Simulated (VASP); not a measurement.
Calculation: PBEsol GGA, VASP's PBE PAW potentials (set 64) (plane waves; VASP).

VASP input:

**INCAR**
```
# general
SYSTEM   =  AgCl
PREC     =  Accurate
ENCUT    =  500
LREAL    =  .FALSE.
LASPH    =  .TRUE.

# electronic loop
EDIFF    =  1E-6
NELM     =  100
ALGO     =  Normal
LMAXMIX  =  4

# smearing
ISMEAR   =  0
SIGMA    =  0.05

# functional
GGA      =  PS

# ions
IBRION   =  2
NSW      =  40
ISIF     =  3
EDIFFG   =  -0.02
PSTRESS  =  100

# output
LWAVE    =  .FALSE.
LCHARG   =  .FALSE.
```

KPOINTS:
```
Automatic mesh
0
G
9 9 9
0 0 0
```

POSCAR:
```
AgCl
1.0
  0.0000000000   2.6103855440   2.6103855440
  2.6103855440   0.0000000000   2.6103855440
  2.6103855440   2.6103855440   0.0000000000
Ag Cl
1 1
Cart
  0.0000000000   0.0000000000   0.0000000000
  2.6103855440   2.6103855440   2.6103855440
```

POTCAR, in this order: Ag Cl (PBE.64 set). Program: vasp_std.

What VASP printed:

OSZICAR:
```
       N       E                     dE             d eps       ncg     rms          rms(c)
DAV:   1     0.101084341314E+03    0.10108E+03   -0.88968E+03   950   0.124E+03
DAV:   2    -0.221994547720E+01   -0.10330E+03   -0.97443E+02  1065   0.261E+02
DAV:   3    -0.606094902834E+01   -0.38410E+01   -0.38298E+01  1050   0.541E+01
DAV:   4    -0.609037583431E+01   -0.29427E-01   -0.29422E-01  1050   0.522E+00
DAV:   5    -0.609075947903E+01   -0.38364E-03   -0.38364E-03  1055   0.592E-01    0.111E+01
DAV:   6    -0.593376481187E+01    0.15699E+00   -0.38977E-01   970   0.921E+00    0.713E+00
DAV:   7    -0.592958219892E+01    0.41826E-02   -0.79694E-02   940   0.232E+00    0.243E+00
DAV:   8    -0.592803873204E+01    0.15435E-02   -0.36988E-03   995   0.793E-01    0.333E-01
DAV:   9    -0.592797279242E+01    0.65940E-04   -0.70707E-04  1055   0.315E-01    0.470E-02
DAV:  10    -0.592798080044E+01   -0.80080E-05   -0.11509E-05   975   0.418E-02    0.221E-02
DAV:  11    -0.592798773493E+01   -0.69345E-05   -0.66461E-06   955   0.298E-02    0.978E-03
DAV:  12    -0.592798753823E+01    0.19670E-06   -0.44476E-07   520   0.103E-02
   1 F= -.37075765E+01 E0= -.37075765E+01  d E =-.370758E+01
```

OUTCAR:
```
------------------------ aborting loop because EDIFF is reached ----------------------------------------
  FORCE on cell =-STRESS in cart. coord.  units (eV):
  Direction    XX          YY          ZZ          XY          YZ          ZX
  --------------------------------------------------------------------------------------
  Total        2.2231250      2.2231250      2.2231250     -0.0000000      0.0000000     -0.0000000
  in kB      100.1222292    100.1222292    100.1222292     -0.0000000      0.0000000     -0.0000000
  external PRESSURE =       0.1222292 kB  Pullay stress =     100.0000000 kB
  volume of cell :       35.57
      direct lattice vectors                 reciprocal lattice vectors
     0.000000000  2.610385544  2.610385544    -0.191542587  0.191542587  0.191542587
     2.610385544  0.000000000  2.610385544     0.191542587 -0.191542587  0.191542587
     2.610385544  2.610385544  0.000000000     0.191542587  0.191542587 -0.191542587
  FREE ENERGIE OF THE ION-ELECTRON SYSTEM (eV)
  ---------------------------------------------------
  free  energy   TOTEN  =        -5.9279875382 eV

  energy  without entropy=       -5.9279875382  energy(sigma->0) =       -5.92798754
  enthalpy is  TOTEN    =        -3.7075764859 eV   P V=        2.2204110524

 reached required accuracy - stopping structural energy minimisation
```
(Selected blocks of OUTCAR.)

The compound is AgCl in the rock salt structure. It was relaxed first under an external pressure of 10 GPa.
